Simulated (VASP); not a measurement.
Crystal: Ti2Tl.

```
Tl Ti
1.0
     0.00000    3.25880    3.25880
     3.25880    0.00000    3.25880
     3.25880    3.25880    0.00000
Tl Ti
1 2
Direct
  0.00000 0.00000 0.00000
  0.25000 0.25000 0.25000
  0.75000 0.75000 0.75000
```

The cell was built by a generator and needn't be a form met in nature.

* Program: VASP 6.6.1
* Task: single point
* Functional: PBE
* Potentials or basis: VASP PAW PBE potentials, release 64 (Tl_d, Ti_sv)
* Cutoff: 520 eV
* k mesh: 7 × 7 × 7
* Occupations: fermi-dirac, width 0.05 eV
* Spin: no spin polarisation

On this cell: pressure -1.7 GPa; largest force zero by symmetry; band gap on the k mesh none (metal or under the smearing width).

The same run follows on a disturbed copy (atoms moved at random, drawn with an rms of 0.05 Å):

```
Tl Ti
1.0
     0.00000    3.25880    3.25880
     3.25880    0.00000    3.25880
     3.25880    3.25880    0.00000
Tl Ti
1 2
Direct
  0.99270 0.99430 0.00638
  0.23643 0.25433 0.24346
  0.74299 0.75263 0.74503
```

Task: What does the disturbed cell give?

Result: The energy (extrapolated to zero smearing) moves by +4.6 meV/atom; pressure -1.5 GPa; largest force 0.454 eV/Å; band gap on the k mesh none (metal or under the smearing width).

Forces on the atoms (eV/Å):
```
Tl  -0.084 -0.414  0.166
Ti   0.031  0.285 -0.030
Ti   0.053  0.129 -0.137
```

Stress tensor (GPa, compression positive):
```
-1.52  0.30  0.44
 0.30 -1.60 -0.05
 0.44 -0.05 -1.53
```
